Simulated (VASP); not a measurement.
# LiH (relaxed from the wurtzite structure, space group P6_3mc): computed properties

Calculation: r2SCAN meta-GGA, VASP's PBE PAW potentials (set 64) (plane waves; VASP).

```json
{
 "space_group": "P6_3mc (186)",
 "cell": "a = b = 3.1140 Å, c = 4.5766 Å, α = β = 90.00°, γ = 120.00°",
 "volume_per_atom": "9.61 Å³/atom",
 "band gap (over mesh and band path)": "4.06 eV",
 "smallest direct gap (over mesh and band path)": "4.70 eV",
 "band_edge_character": "indirect, K-Γ at 0.40 to K",
 "density": "0.69 g/cm³"
}
```

LiH is taken in the hexagonal space group P6₃mc (No. 186), the wurtzite structure, Pearson symbol hP4. Conventional cell: a = b = 3.1140 Å, c = 4.5766 Å, α = β = 90.00°, γ = 120.00°. Li on 2b is surrounded by 4 H at 1.845–1.874 Å (tetrahedral). H on 2b is surrounded by 4 Li at 1.845–1.874 Å (tetrahedral). (Neighbours: up to the widest gap in distance over summed covalent radii, below 1.35, at either atom; cation-cation and far metal-metal contacts left out.)

The path is coarsely sampled, so an indirect gap can come out somewhat too large.

The structure was generated: LiH was put into the wurtzite type (P6_3mc), which need not be its known phase. It was relaxed first, which changed the volume by +55 %. Symmetry was kept, so distortions that lower it aren't found.
